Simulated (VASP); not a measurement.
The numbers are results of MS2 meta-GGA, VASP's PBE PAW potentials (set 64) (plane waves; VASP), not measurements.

VASP input:

File POSCAR:
```
Bi
1
    4.0675809080    -2.2603731572    -0.0237406509
    4.0675809080     2.2603731572    -0.0237406509
    2.8331657978     0.0000000000     3.6916441409
Bi
2
Direct
  0.2373814206   0.2373814206   0.2373814206
  0.7626185794   0.7626185794   0.7626185794
```

**INCAR**
```
SYSTEM = Bi
PREC = Accurate
ENCUT = 520
EDIFF = 1E-7
NELM = 100
ALGO = Normal
LREAL = .FALSE.
LASPH = .TRUE.
ISMEAR = -5
METAGGA = MS2
LMIXTAU = .TRUE.
LMAXMIX = 4
LWAVE = .FALSE.
LCHARG = .FALSE.
LORBIT = 11
NEDOS = 601
ISIF = 2
```

### KPOINTS
```
Automatic
0
gamma
  11 11 11
```

**KPOINTS_OPT**
```
k-points along high-symmetry lines
8
Line-mode
Reciprocal
  0.000000   0.000000   0.000000 ! GAMMA
 -0.500000  -0.500000  -0.500000 ! T

 -0.500000  -0.500000  -0.500000 ! T
 -0.240257  -0.759743  -0.500000 ! H_2

  0.240257  -0.500000  -0.240257 ! H_0
 -0.000000  -0.500000   0.000000 ! L

 -0.000000  -0.500000   0.000000 ! L
  0.000000   0.000000   0.000000 ! GAMMA

  0.000000   0.000000   0.000000 ! GAMMA
  0.370129  -0.370129   0.000000 ! S_0

 -0.000000  -0.629871  -0.370129 ! S_2
  0.000000  -0.500000  -0.500000 ! F

  0.000000  -0.500000  -0.500000 ! F
  0.000000   0.000000   0.000000 ! GAMMA
```

POTCAR, in this order: Bi_d (PBE.64 set). Program: vasp_std.

Unless said otherwise, spin-orbit coupling is left out, though it shifts the bands of the heavy elements here.

### Question
Estimate the energy per atom (σ→0), band gap (over mesh and band path).

### Answer

```json
{
  "energy per atom (σ→0)": "16.179 eV/atom",
  "band gap (over mesh and band path)": "none (metal, semimetal or under 0.01 eV)"
}
```

OSZICAR:
```
...
DAV:  19     0.323570678727E+02   -0.37749E-06   -0.23202E-06  6174   0.260E-02    0.583E-03
DAV:  20     0.323570675126E+02   -0.36011E-06   -0.56284E-07  4392   0.711E-03    0.438E-03
DAV:  21     0.323570686894E+02    0.11769E-05   -0.20725E-06  6150   0.236E-02    0.129E-03
DAV:  22     0.323570685040E+02   -0.18542E-06   -0.10617E-07  2804   0.386E-03    0.843E-04
DAV:  23     0.323570683919E+02   -0.11208E-06   -0.10856E-07  2798   0.389E-03    0.242E-04
DAV:  24     0.323570684730E+02    0.81099E-07   -0.28339E-08  2777   0.250E-03
   1 F= 0.32357068E+02 E0= 0.32357068E+02  d E =0.000000E+00
       N       E                     dE             ncg
```

The compound is Bi in the a7 structure. It was relaxed first.
